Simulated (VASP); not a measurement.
Given:

```xyz
2
Lattice="0.0000 2.9682 2.9682 2.9682 0.0000 2.9682 2.9682 2.9682 0.0000" Properties=species:S:1:pos:R:3 pbc="T T T"
Cd     0.0000     0.0000     0.0000
S      1.4841     1.4841     1.4841
```

Calculation: PBEsol GGA, VASP's PBE PAW potentials (set 64) (plane waves; VASP 6.6.1). Numerical set-up: 400 eV cut-off, 7×7×7 Γ-centred mesh, Gaussian smearing of 0.050 eV, potentials Cd S.

Problem. Predict the energy per atom (σ→0), pressure, band gap (on the k-mesh) with the smallest direct gap where there is one.

Solution. 
- band gap (on the k-mesh) = 0.89 eV
- smallest direct gap (on the k-mesh) = 0.89 eV
- energy per atom (σ→0) = -3.394 eV/atom
- pressure = -3.13 GPa

Total energies compare only between runs with the same potentials, cut-off and functional.

The compound is CdS in the zinc blende structure, a metastable form; wurtzite is the usual one. The cell was not relaxed at this level. The run is one of a series of settings (GGA = PS against the base run), some of them coarse on purpose.
